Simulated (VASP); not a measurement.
```xyz
2
Lattice="1.8000 -3.1177 0.0000 1.8000 3.1177 0.0000 0.0000 0.0000 5.6900" Properties=species:S:1:pos:R:3 pbc="T T T"
Tb     1.8000     1.0392     1.4225
Tb     1.8000    -1.0392     4.2675
```

Computed with SCAN meta-GGA, VASP's PBE PAW potentials (set 64) (plane waves; VASP). Settings: 520 eV cut-off, 11×11×6 Γ-centred mesh, first-order Methfessel-Paxton smearing of 0.10 eV, potentials Tb_3.

The 4f electrons are frozen in the core of the lanthanide potential, so 4f levels, which can set the real gap, and their magnetism are missing. Energy and stress use the plane-wave basis of the starting cell.

Q: The ions, cell shape and volume are relaxed. Predict the relaxed structure.

A: 
```xyz
2
Lattice="1.8077 -3.1311 0.0000 1.8077 3.1311 0.0000 0.0000 0.0000 5.5181" Properties=species:S:1:pos:R:3 pbc="T T T"
Tb     1.8077     1.0437     1.3795
Tb     1.8077    -1.0437     4.1386
```
Space group P6_3/mmc (194), at a tolerance of 0.03 Å.

Q: How do energy and volume change from the first to the last step?

A: The energy (σ→0) changes by -5.0 meV/atom and the volume by -2.2 %, in 12 ionic steps.

```csv
step,E(σ→0) (eV),max force (eV/Å),pressure (GPa),volume (Å³)
1,-93.5799,0.000,-1.12,63.86
2,-93.5850,0.000,0.29,61.82
3,-93.5855,0.000,-0.08,62.35
4,-93.5852,0.000,0.21,61.94
5,-93.5873,0.000,0.17,62.08
6,-93.5896,0.000,0.05,62.42
7,-93.5894,0.000,0.11,62.28
8,-93.5896,0.000,0.10,62.31
9,-93.5896,0.000,0.10,62.32
10,-93.5900,0.000,-0.06,62.55
11,-93.5900,0.000,-0.05,62.54
12,-93.5899,0.000,0.00,62.47
```

The compound is Tb in the hcp structure. This run relaxes it. Symmetry was kept, so distortions that lower it aren't found.
